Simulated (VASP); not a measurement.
Here is the system:

```xyz
4
Lattice="1.2558 -2.1752 0.0000 1.2558 2.1752 0.0000 0.0000 0.0000 7.6661" Properties=species:S:1:pos:R:3 pbc="T T T"
B      1.2558     0.7251     1.9165
B      1.2558    -0.7251     5.7496
N      1.2558    -0.7251     1.9165
N      1.2558     0.7251     5.7496
```

Level of theory: PW91 GGA, VASP's PBE PAW potentials (set 64) (plane waves; VASP). Settings: 520 eV cut-off, 11×11×4 Γ-centred mesh, tetrahedra with Blöchl corrections, potentials B N.

The cores are frozen, which limits the accuracy of field gradients. Without a dispersion term in the relaxation, distances and binding between the weakly bound layers, chains or molecules are unreliable, and so is what depends on them.

Task: Give the principal components of the electric field gradient (V/Å²) and the asymmetry η at each nucleus.

Result: 
```json
[
 {"atom": "B1", "Vxx": "-17.5", "Vyy": "-17.5", "Vzz": "34.9", "η": "0.00"},
 {"atom": "B2", "Vxx": "-17.5", "Vyy": "-17.5", "Vzz": "34.9", "η": "0.00"},
 {"atom": "N3", "Vxx": "-1.1", "Vyy": "-1.1", "Vzz": "2.2", "η": "0.00"},
 {"atom": "N4", "Vxx": "-1.1", "Vyy": "-1.1", "Vzz": "2.2", "η": "0.00"}
]
```

The compound is BN in the hex structure. It was relaxed first, which changed the volume by +16 %.
